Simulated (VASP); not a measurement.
VASP runs on TeW (a trial cell in the rocksalt structure, space group Fm-3m) share one base input (PBE GGA, plane waves, VASP's PBE PAW potentials (set 64)) and change the settings named in each case.

**POSCAR**
```
TeW
4.2630290
  0.0000000000   0.7071068482   0.7071068482
  0.7071068482   0.0000000000   0.7071068482
  0.7071068482   0.7071068482   0.0000000000
Te W
1 1
Cart
  0.0000000000   0.0000000000   0.0000000000
  0.7071068482   0.7071068482   0.7071068482
```

INCAR:
```
! general
SYSTEM =TeW
PREC   =Accurate
ENCUT  =400   ! plane-wave cut-off (eV)
LREAL  =F
LASPH  =T   ! aspherical one-centre terms

! electronic loop
EDIFF  =1E-6   ! SCF stop (eV)
NELM   =100   ! most electronic steps
ALGO   =Normal   ! blocked Davidson
LMAXMIX=6

! smearing
ISMEAR =0   ! Gaussian
SIGMA  =0.05   ! width (eV)

! functional
GGA    =PE   ! PBE

! ions
ISIF   =2   ! forces and stress, cell fixed

! output
LWAVE  =F
LCHARG =F
```

### KPOINTS
```
Automatic mesh
0
Gamma
7 7 7
0 0 0
```

POTCAR, in this order: Te W_sv (PBE.64 set). Program: vasp_std.

```
change                             E(σ→0) (eV/atom)  pressure (GPa)  −TS (eV)  irreducible k-points
---------------------------------  ----------------  --------------  --------  --------------------
base run                                    -6.1826          -15.63   -0.0099                    20
KPOINTS 5×5×5 Monkhorst-Pack mesh           -6.1675          -15.99   -0.0150                    10
KPOINTS 6×6×6 Monkhorst-Pack mesh           -6.1908          -15.84   -0.0086                    28
KPOINTS 7×7×7 Monkhorst-Pack mesh           -6.1826          -15.63   -0.0099                    20
KPOINTS 8×8×8 Monkhorst-Pack mesh           -6.1951          -15.98   -0.0074                    60
```
 Unless said otherwise, spin-orbit coupling is left out, though it shifts the bands of the heavy elements here.

Left out are runs that ran out of time, are held back, or changed the cell or the kind of run, fixed moments of cells without a moment, rows past the twelfth, gaps on odd meshes, pressures of charged cells and columns that move by less than the noise.

The structure was generated: TeW was put into the rocksalt type (Fm-3m), which need not be its known phase. The cell was not relaxed at this level.
